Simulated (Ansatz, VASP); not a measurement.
One calculation of ScSi2, two programs

The input INCAR:

```
SYSTEM = ScSi2
ALGO = Fast
EDIFF = 1E-6
ENCUT = 520
GGA = PE
ISIF = 2
ISMEAR = -1
LASPH = .TRUE.
LCHARG = .FALSE.
LREAL = .FALSE.
LWAVE = .FALSE.
NBANDS = 16
NELM = 100
PREC = Accurate
SIGMA = 0.05
```

Contents of KPOINTS:

```
k-points
0
G
  13 13 11
  0 0 0
```

The input POSCAR:

```
ScSi2
1.0
    3.6599987106      0.0000000000      0.0000000000
   -1.8299993553      3.1696518612      0.0000000000
    0.0000000000      0.0000000000      3.8700000000
Sc Si
1 2
Direct
    0.0000000000      0.0000000000      0.0000000000
    0.3333333333      0.6666666667      0.5000000000
    0.6666666667      0.3333333333      0.5000000000
```

Input for Ansatz:

```yaml
crystal:
  lattice:
    - [3.6599987106, 0.0, 0.0]
    - [-1.8299993553, 3.1696518612, 0.0]
    - [0.0, 0.0, 3.87]
  atoms:
    - { symbol: Sc, position: [0.0, 0.0, 0.0] }
    - { symbol: Si, position: [0.3333333333, 0.6666666667, 0.5] }
    - { symbol: Si, position: [0.6666666667, 0.3333333333, 0.5] }
kpoints:
  mp_grid: { grid: [13, 13, 11] }
  band_path:
    path:
      - [0.0, 0.0, 0.0]
      - [0.5, 0.0, 0.0]
      - [0.3333333333, 0.3333333333, 0.0]
      - [0.0, 0.0, 0.0]
      - [0.0, 0.0, 0.5]
      - [0.5, 0.0, 0.5]
      - [0.3333333333, 0.3333333333, 0.5]
      - [0.0, 0.0, 0.5]
      - [0.5, 0.0, 0.5]
    npoints: 8
scf:
  occupations: { method: fermi_dirac, width: 0.05 }
hamiltonian:
  xc: pbe
  pseudopotentials: { kind: all_electron, lapw: { basis_error: 0.0005 } }
output:
  forces: true
  stress: true
  eigenvalues: true
  populations: true
  dos: { projected: true, de: 0.2, e_range: [-14, 8] }
```

Alike in both runs: task single point; functional PBE; k mesh 13 × 13 × 11; occupations fermi-dirac, width 0.05 eV; no spin polarisation.

|  | VASP | Ansatz |
| --- | --- | --- |
| version | VASP 6.6.1 | Ansatz 0.2.0 |
| potentials or method | VASP PAW PBE potentials, release 64 (Sc_sv, Si) | all-electron LAPW, scalar-relativistic |
| plane-wave cutoff (eV) | 520 | see its input |

VASP gave:

```
pressure (GPa)                                  : 25.4
largest component of the traceless stress (GPa) : 24.18
```

Which values does Ansatz return?

Pressure (GPa): 25.2; largest component of the traceless stress (GPa): 24.30.

Ansatz ran all-electron here, so the differences hold the error of VASP's frozen core and of both bases.

Caveats: so large a pressure means that the cell lies far from this level's equilibrium, or that cutoff or potentials fall short (VASP).
